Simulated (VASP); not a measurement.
A run of VASP 6.6.1:

INCAR

```
SYSTEM = LiMg
  PREC = Accurate
  ENCUT = 520
  EDIFF = 1E-6
  ISMEAR = 0
  SIGMA = 0.15
  LREAL = .FALSE.
  LASPH = .TRUE.
  NELM = 100
  ALGO = Fast
  ISIF = 2
  LWAVE = .FALSE.
  LCHARG = .TRUE.
  GGA = PS
  LELF = .TRUE.
  LVHAR = .TRUE.
  NBANDS = 10
```

File KPOINTS:

```
regular mesh
0
G
  16 16 16
  0 0 0
```

Contents of POSCAR:

```
LiMg
1.0
    3.1789937972      0.0000000000      0.0000000000
    0.0000000000      3.1789937972      0.0000000000
    0.0000000000      0.0000000000      4.0117608079
Li Mg
1 1
Direct
    0.0000000000      0.0000000000      0.0000000000
    0.5000000000      0.5000000000      0.5000000000
```

Potentials or basis: VASP PAW PBE potentials, release 64 (Li_sv, Mg).

The run is started by

```console
$ cat potpaw_PBE.64/Li_sv/POTCAR potpaw_PBE.64/Mg/POTCAR > POTCAR
$ mpirun -np 1 vasp_std > vasp.out
```

Hardware: 1 thread of AMD EPYC 9R45 96-Core Processor (Zen 5) (shared host).

Problem. How long does it take, and how much memory?

Solution. Run time: 68 s on 1 thread of AMD EPYC 9R45 96-Core Processor (Zen 5), on a shared host, peak memory 0.25 GiB. Counts: scf iterations 12, k points 405.
